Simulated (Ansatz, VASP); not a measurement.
# Two plane-wave programs on Al7C

```
CELL_PARAMETERS angstrom
5.41418 0.00000 0.00000
0.00000 5.41418 0.00000
0.00000 0.00000 5.41418
ATOMIC_POSITIONS crystal
Al 0.25262 0.25262 0.25262
Al 0.00000 0.50000 0.50000
Al 0.50000 0.50000 0.00000
Al 0.50000 0.00000 0.50000
Al 0.74738 0.25262 0.74738
Al 0.74738 0.74738 0.25262
Al 0.25262 0.74738 0.74738
C 0.00000 0.00000 0.00000
```

Change from the starting cell: species swapped into the Si7Ge type (P-43m, No. 215).

Alike in both runs: task single point; functional PBE; k mesh 4 × 4 × 4; occupations gaussian, width 0.1 eV; no spin polarisation.

```csv
,VASP,Ansatz
version,VASP 6.6.1,Ansatz 0.2.0
potentials or method,"VASP PAW PBE potentials, release 64 (Al, C)","scalar-relativistic, plane waves, PAW"
plane-wave cutoff (eV),520,420
valence electrons in the cell,25,25
```

VASP gave:

| Item | Value |
| --- | --- |
| gap on the k mesh at the Fermi level (eV) | none |
| pressure (GPa) | 13.0 |
| rms of the force components (eV/Å) | 1.735 |

**Question.** Which values does Ansatz return?

**Answer.** gap on the k mesh at the Fermi level (eV): none; pressure (GPa): 13.0; rms of the force components (eV/Å): 1.736.

Atom by atom the forces differ by 0.000 eV/Å (rms over components). A gap of «none» marks a metal or a gap that the smearing closes. The functional is the same, so the differences come from potentials, cutoffs and numerics.

Caveats: forces of over 1 eV/Å show positions far from the minimum, so gaps and moduli don't describe the material at rest.
